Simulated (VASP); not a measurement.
Here is the system:

```
AlNi3
1.0
    3.51857     0.00000     0.00000
    0.00000     3.51857     0.00000
    0.00000     0.00000     3.51857
Al Ni
1 3
Direct
  0.00000   0.00000   0.00000
  0.00000   0.50000   0.50000
  0.50000   0.00000   0.50000
  0.50000   0.50000   0.00000
```
Starting moments (μB, in the order of the record's atoms Al Ni Ni Ni): 0.0 0.5 0.5 0.5.

The numbers are results of PBEsol GGA, VASP's PBE PAW potentials (set 64) (plane waves; VASP 6.6.1), not measurements. Numerical set-up: 400 eV cut-off, 8×8×8 Γ-centred mesh, first-order Methfessel-Paxton smearing of 0.10 eV, potentials Al Ni.

### Question
Predict the cell moment, energy per atom (σ→0), band gap (on the k-mesh) with the smallest direct gap where there is one.

### Answer

| Item | Result |
|---|---|
| band gap (on the k-mesh) | none (metal, semimetal or under 0.01 eV) |
| cell moment | 0.70 μB |
| energy per atom (σ→0) | -585.9 kJ/mol-atom |

### Question
Give the moment on each site (PAW-sphere projection).

### Answer

| site | moment (μB) |
|---|---|
| Al1 | -0.01 |
| Ni2 | 0.25 |
| Ni3 | 0.25 |
| Ni4 | 0.25 |

Only differences to runs with the same potentials and settings are physical.

The compound is Ni3Al in the L1_2 structure. It was relaxed first. The start is the result of an earlier pass.
